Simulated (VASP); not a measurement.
Energy against volume of Rb (bcc). Calculation: PBEsol GGA, VASP's PBE PAW potentials (set 64) (plane waves; VASP). Settings: 520 eV cut-off, 9×9×9 Γ-centred mesh, first-order Methfessel-Paxton smearing of 0.10 eV, potentials Rb_sv.

| V (Å³/atom) | E (eV/atom) |
|---|---|
| 81.578 | -1.02435 |
| 84.181 | -1.02645 |
| 86.785 | -1.02693 |
| 89.389 | -1.02600 |

Task: Fit these four points and predict the energy of the run at 91.992 Å³/atom.

Result: A cubic in V^(−2/3), the third-order Birch-Murnaghan form, passes through the four points with V0 = 86.31 Å³/atom and B0 = 3 GPa, and gives -1.0238 eV/atom there. The run gave -1.0238 eV/atom, -0.0 meV/atom from the fit; all five points give B0 = 3 GPa.

The compound is Rb in the bcc structure. It was relaxed first.
